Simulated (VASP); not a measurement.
Output of a VASP run:

### OSZICAR
```
       N       E                     dE             d eps       ncg     rms          rms(c)
DAV:   1     0.230942867855E+03    0.23094E+03   -0.11702E+04   656   0.200E+03
DAV:   2     0.102859527710E+02   -0.22066E+03   -0.21189E+03  1000   0.308E+02
DAV:   3    -0.300650033587E+02   -0.40351E+02   -0.35096E+02   840   0.147E+02
DAV:   4    -0.317332805931E+02   -0.16683E+01   -0.16680E+01   984   0.336E+01
DAV:   5    -0.318125353989E+02   -0.79255E-01   -0.79246E-01  1040   0.699E+00    0.302E+01
DAV:   6    -0.296371064701E+02    0.21754E+01   -0.94504E+01   968   0.595E+01    0.272E+01
DAV:   7    -0.283306167022E+02    0.13065E+01   -0.19101E+02   992   0.132E+02    0.213E+01
DAV:   8    -0.276197110163E+02    0.71091E+00   -0.36979E+00   760   0.210E+01    0.141E+01
DAV:   9    -0.262999176042E+02    0.13198E+01   -0.66880E+00   968   0.216E+01    0.187E+00
DAV:  10    -0.262690119040E+02    0.30906E-01   -0.24803E-01  1128   0.437E+00    0.131E+00
DAV:  11    -0.262492702259E+02    0.19742E-01   -0.38984E-02   944   0.191E+00    0.115E+00
DAV:  12    -0.262257906867E+02    0.23480E-01   -0.10434E-01   808   0.268E+00    0.779E-01
DAV:  13    -0.262291302376E+02   -0.33396E-02   -0.12635E-01  1128   0.335E+00    0.103E+00
DAV:  14    -0.262242896195E+02    0.48406E-02   -0.49216E-02   856   0.212E+00    0.776E-02
DAV:  15    -0.262245002322E+02   -0.21061E-03   -0.27668E-03   976   0.534E-01    0.173E-01
DAV:  16    -0.262243757188E+02    0.12451E-03   -0.73970E-04   944   0.266E-01    0.809E-02
DAV:  17    -0.262243593314E+02    0.16387E-04   -0.14292E-04   912   0.816E-02    0.277E-02
DAV:  18    -0.262243525617E+02    0.67697E-05   -0.28014E-05  1016   0.501E-02    0.105E-02
DAV:  19    -0.262243510421E+02    0.15196E-05   -0.56392E-06  1032   0.226E-02    0.231E-03
DAV:  20    -0.262243508887E+02    0.15346E-06   -0.11595E-06   880   0.992E-03    0.190E-03
DAV:  21    -0.262243508822E+02    0.64322E-08   -0.11944E-07   472   0.389E-03
   1 F= -.26749665E+02 E0= -.26749665E+02  d E =-.656624E-21
```

OUTCAR:
```
------------------------ aborting loop because EDIFF is reached ----------------------------------------
 Edisp (eV)   -0.52531
  FORCE on cell =-STRESS in cart. coord.  units (eV):
  Direction    XX          YY          ZZ          XY          YZ          ZX
  --------------------------------------------------------------------------------------
  Total      -0.02732    -0.02732    -0.02732    -0.00000     0.00000    -0.00000
  in kB      -1.08890    -1.08890    -1.08890    -0.00000     0.00000    -0.00000
  external pressure =       -1.09 kB  Pullay stress =        0.00 kB
  volume of cell :       40.20
      direct lattice vectors                 reciprocal lattice vectors
     0.000000000  2.718843629  2.718843629    -0.183901713  0.183901713  0.183901713
     2.718843629  0.000000000  2.718843629     0.183901713 -0.183901713  0.183901713
     2.718843629  2.718843629  0.000000000     0.183901713  0.183901713 -0.183901713
 POSITION                                       TOTAL-FORCE (eV/Angst)
 -----------------------------------------------------------------------------------
      0.00000      0.00000      0.00000        -0.000000     -0.000000      0.000000
      1.35942      1.35942      1.35942        -0.000000     -0.000000     -0.000000
      4.07827      4.07827      4.07827         0.000000      0.000000      0.000000
 -----------------------------------------------------------------------------------
    total drift:                                0.000000     -0.000000      0.000000
  FREE ENERGIE OF THE ION-ELECTRON SYSTEM (eV)
  ---------------------------------------------------
  free  energy   TOTEN  =       -26.7496653428 eV

  energy  without entropy=      -26.7496653428  energy(sigma->0) =      -26.74966534
```
(Selected blocks of OUTCAR.)

**POSCAR**
```
CeO2
1
    0.0000000000     2.7188436294     2.7188436294
    2.7188436294     0.0000000000     2.7188436294
    2.7188436294     2.7188436294     0.0000000000
Ce O
1 2
Direct
  0.0000000000   0.0000000000   0.0000000000
  0.2500000000   0.2500000000   0.2500000000
  0.7500000000   0.7500000000   0.7500000000
```

### Question
Write an INCAR and KPOINTS that could have produced this output.

### Answer
Several could match; the one computed here: the input of the run itself, PBE GGA with D3 dispersion (zero damping), plane waves, VASP's PBE PAW potentials (set 64).

### INCAR
```
SYSTEM = CeO2
PREC = Accurate
ENCUT = 520
EDIFF = 1E-7
NELM = 100
ALGO = Normal
LREAL = .FALSE.
LASPH = .TRUE.
ISMEAR = 0
SIGMA = 0.05
GGA = PE
IVDW = 11
LMAXMIX = 6
LWAVE = .FALSE.
LCHARG = .FALSE.
ISIF = 2
```

**KPOINTS**
```
Automatic mesh
0
Gamma
7 7 7
0 0 0
```

POTCAR, in this order: Ce O (PBE.64 set). Program: vasp_std.

The compound is CeO2 in the fluorite structure. It was relaxed first. The run is not spin-polarised, so no magnetic state was tried.
